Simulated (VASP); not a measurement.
# WC (Qusongite) with PBEsol: from relaxation to properties, part 5 of 5

Aim: relax WC (Qusongite), then compute properties on the relaxed cell. Left out of this account: 1 further run (relaxation: it shows nothing beyond the runs told). The start is a cell from a database of measured crystal structures.

VASP 6.6.1; PBEsol; plane waves and PAW (W, C).

So far. Step 13 (Volume scan with PBEsol, volume scale 1.06): The pressure falls from -15.30 to -21.83 GPa. The parabola predicted -21.62 GPa, +0.20 GPa off.

## (15) Fit for PBEsol

This step: Birch-Murnaghan fit, PBEsol; plane waves and PAW (VASP 6.6.1).

No new run; the numbers come from the runs before.

Numbers from this step:

- pressure derivative of the bulk modulus: 4.264
- r.m.s. error of the fit: 1.50e-5 eV/atom
- minimum inside the sampled range: yes
- bulk modulus: 424.8 GPa
- equilibrium volume of the fit: 10.28 Å³/atom

The energy above the fitted minimum by volume:

```csv
volume (Å³/atom),energy above the fitted minimum (eV/atom)
9.662,0.0553
9.867,0.0238
10.073,0.00584
10.279,1.8e-5
10.484,0.00509
10.690,0.0200
10.895,0.0438
```

The fitted volume lies +0.03 % from the relaxed one.

## (16) Relaxing the atoms (PBEsol), changed input

This step: PBEsol; plane waves and PAW (W, C) (VASP 6.6.1).

This run is made with a changed input; what comes of it follows.

INCAR

```
SYSTEM = WC
PREC = Normal
ENCUT = 180
EDIFF = 1E-06
NELM = 95
ISMEAR = 0
SIGMA = 0.05
LREAL = .FALSE.
ALGO = Normal
GGA = PS
NBANDS = 11
LORBIT = 11
LWAVE = .FALSE.
LCHARG = .FALSE.
KPAR = 2
IBRION = 2
NSW = 30
ISIF = 2
EDIFFG = -0.01
```

POSCAR

```
WC
1.0
    2.8972605947      0.0000000000      0.0000000000
   -1.4486302974      2.5091012764      0.0000000000
    0.0000000000      0.0000000000      2.8278598765
W C
1 1
Direct
    0.0000000000      0.0000000000      0.0000000000
    0.6666666667      0.3333333333      0.5000000000
```

KPOINTS

```
Automatic mesh
0
Gamma
9 9 8
0 0 0
```

The projector-augmented-wave data sets are W and C (PBE family, release 64).

Run with:

```
> mpirun -np 2 vasp_std
```

The log of the run:

```text
[... set-up lines as in an earlier step ...]
 entering main loop
       N       E                     dE             d eps       ncg     rms          rms(c)
DAV:   1    -0.163178143868E+02   -0.16318E+02   -0.26666E+03  1793   0.313E+02
DAV:   2    -0.262033965705E+02   -0.98856E+01   -0.96727E+01  1534   0.710E+01
DAV:   3    -0.263152416927E+02   -0.11185E+00   -0.11177E+00  1510   0.665E+00
DAV:   4    -0.263153745476E+02   -0.13285E-03   -0.13285E-03  1466   0.254E-01
DAV:   5    -0.263153748321E+02   -0.28454E-06   -0.28484E-06  1523   0.109E-02    0.342E+01
DAV:   6    -0.244880730121E+02    0.18273E+01   -0.56548E+00  1410   0.134E+01    0.123E+01
DAV:   7    -0.243590351253E+02    0.12904E+00   -0.19774E-01  1412   0.351E+00    0.568E+00
DAV:   8    -0.243181955384E+02    0.40840E-01   -0.49655E-02  1431   0.148E+00    0.376E-01
DAV:   9    -0.243178801941E+02    0.31534E-03   -0.33762E-03  1404   0.335E-01    0.171E-01
DAV:  10    -0.243177023233E+02    0.17787E-03   -0.36700E-04  1491   0.114E-01    0.165E-02
DAV:  11    -0.243177020399E+02    0.28344E-06   -0.10396E-05  1413   0.216E-02    0.807E-03
DAV:  12    -0.243177018887E+02    0.15118E-06   -0.39052E-07   774   0.426E-03
   1 F= -.24317702E+02 E0= -.24317537E+02  d E =-.243177E+02
 curvature:   0.00 expect dE= 0.000E+00 dE for cont linesearch  0.000E+00
 trial: gam= 0.00000 g(F)=  0.636E-42 g(S)=  0.000E+00 ort = 0.000E+00 (trialstep = 0.100E+01)
 search vector abs. value=  0.100E-09
 reached required accuracy - stopping structural energy minimisation
```

Run time: 2.2 s. Hardware: 2 MPI ranks of Intel Xeon Platinum 8488C (Sapphire Rapids), shared host; peak memory 0.19 GiB.

From OUTCAR (step 16):

```text
   ENCUT  =  180.0 eV  13.23 Ry    3.64 a.u.   3.17  3.17  3.09*2*pi/ulx,y,z

   NELECT =      10.0000    total number of electrons

 E-fermi :   8.5269

 k-point     1 :       0.0000    0.0000    0.0000
  band No.  band energies     occupation
      1      -6.4912      2.00000
      2       4.0703      2.00000
      3       5.0910      2.00000
      4       5.0953      2.00000
      5       8.8612      0.00000
      6      11.7718      0.00000
      7      11.7718      0.00000
      8      14.7008      0.00000
      9      14.8684      0.00000
    ...

  Total       -5.1302408     -5.1302408     -4.6475007      0.0000000      0.0000000      0.0000000
  in kB     -399.8385798   -399.8385798   -362.2149815      0.0000000      0.0000000      0.0000000
  external PRESSURE =    -387.2973804 kB  Pullay stress =       0.0000000 kB

 POSITION                                       TOTAL-FORCE (eV/Angst)
 -----------------------------------------------------------------------------------
      0.00000      0.00000      0.00000         0.000000      0.000000      0.000000
      1.44863      0.83637      1.41393        -0.000000      0.000000      0.000000
 -----------------------------------------------------------------------------------
    total drift:                               -0.000147      0.000085      0.000000

  FREE ENERGIE OF THE ION-ELECTRON SYSTEM (eV)
  ---------------------------------------------------
  free  energy   TOTEN  =       -24.3177018887 eV

  energy  without entropy=      -24.3173715488  energy(sigma->0) =      -24.31753672

[... 6 parts as in an earlier step ...]

[... 11 further parts left out ...]
```

CONTCAR:

```
WC
   1.00000000000000
     2.8972605947000001    0.0000000000000000    0.0000000000000000
    -1.4486302974000000    2.5091012764000000    0.0000000000000000
     0.0000000000000000    0.0000000000000000    2.8278598764999998
  W               C
     1     1
Direct
     0.0000000000000000    0.0000000000000000    0.0000000000000000
     0.6666666667000030    0.3333333332999970    0.5000000000000000
```

The run converged, but on settings that are not sound, so its numbers are not to be trusted.

Against the sound run on this cell (volume scan with PBEsol) the energy at zero smearing moves by -167.6 meV an atom and the pressure by -38.78 GPa.

The fault in the input: cutoff too low (ENCUT = 180 and PREC = "Normal"). Raise ENCUT.

## (17) Summary of results

```json
{"relaxed volume": "10.28 Å³/atom", "relaxed conventional cell a, b, c": "2.897, 2.897, 2.828 Å; angles 90.0, 90.0, 120.0°", "space group after relaxing, within 0.02 Å": "P-6m2 (No. 187)", "band gap": "none, a metal", "DOS at the Fermi level": "0.269 states/eV/cell", "highest zone-centre mode": "634 cm⁻¹", "bulk modulus from the fit": "425 GPa", "volume from the fit": "10.3 Å³/atom"}
```

What this shows: With PBEsol, WC (Qusongite) relaxes to 10.28 Å³/atom in space group P-6m2 (held by the symmetry of the run), comes out as a metal and has a bulk modulus of 425 GPa at fixed shape and positions, an upper bound. Against the listed cell the volume lies -0.9 % (a -0.3 %, c -0.3 %). Bands along the symmetry lines (PBEsol): Of the bands kept, 2 cross the Fermi level on this path. Zone-centre phonons (PBEsol): The highest mode in this list at Γ, 634.3 cm⁻¹, is mostly motion of C (94 % of the kinetic energy). Spin-orbit coupling is left out, and with elements this heavy it would split and shift bands near the Fermi level. The k-sampling is coarse for a metal, so the Fermi level, pressures and the shape of the cell carry errors. Modes at Γ alone can't show that the crystal is stable at other wave vectors. No search among competing phases was made, and a listed structure need not be the one stable at ambient conditions. All values are for a static lattice at zero temperature.

[Lines on the potential files, build, host, timing and source positions are cut from VASP's logs without a mark.]

[Logs are printed without paths, hosts, clocks, repeated set-up lines and the standing remarks that a program may print on its own settings, such as how far it seeks lower states.]

[Hosts, paths, dates, database ids (printed as entryN), source tags and the programs' standing remarks are cut or masked in the printed files.]

[A measured line is paired with the nearest computed mode of its activity, which favours agreement.]
